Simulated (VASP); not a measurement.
Given:

```
CELL_PARAMETERS angstrom
      0.00000     2.63547     2.63547
      2.63547     0.00000     2.63547
      2.63547     2.63547     0.00000
ATOMIC_POSITIONS crystal
  Mg 0.00000 0.00000 0.00000
  S  0.50000 0.50000 0.50000
```

Computed with RPBE GGA, VASP's PBE PAW potentials (set 64) (plane waves; VASP 6.6.1). Run with 520 eV cut-off, Gaussian smearing of 0.050 eV, potentials Mg S.

**Question.** Give the energies of bands 2 to 7 at the high-symmetry points, in eV from the valence-band maximum.

**Answer.** 
| band | Γ | X | U | L | W |
|---|---|---|---|---|---|
| 2 | 0.00 | -3.96 | -3.48 | -4.58 | -3.04 |
| 3 | 0.00 | -1.59 | -3.00 | -0.55 | -3.04 |
| 4 | 0.00 | -1.59 | -1.28 | -0.55 | -2.22 |
| 5 | 3.57 | 2.83 | 3.96 | 4.59 | 5.20 |
| 6 | 8.02 | 4.57 | 6.72 | 6.93 | 7.95 |
| 7 | 8.02 | 11.74 | 9.62 | 6.93 | 7.95 |

The gap is indirect, 2.83 eV, from the valence maximum at Γ to the conduction minimum at X.

The compound is MgS in the rock salt structure. It was relaxed first.
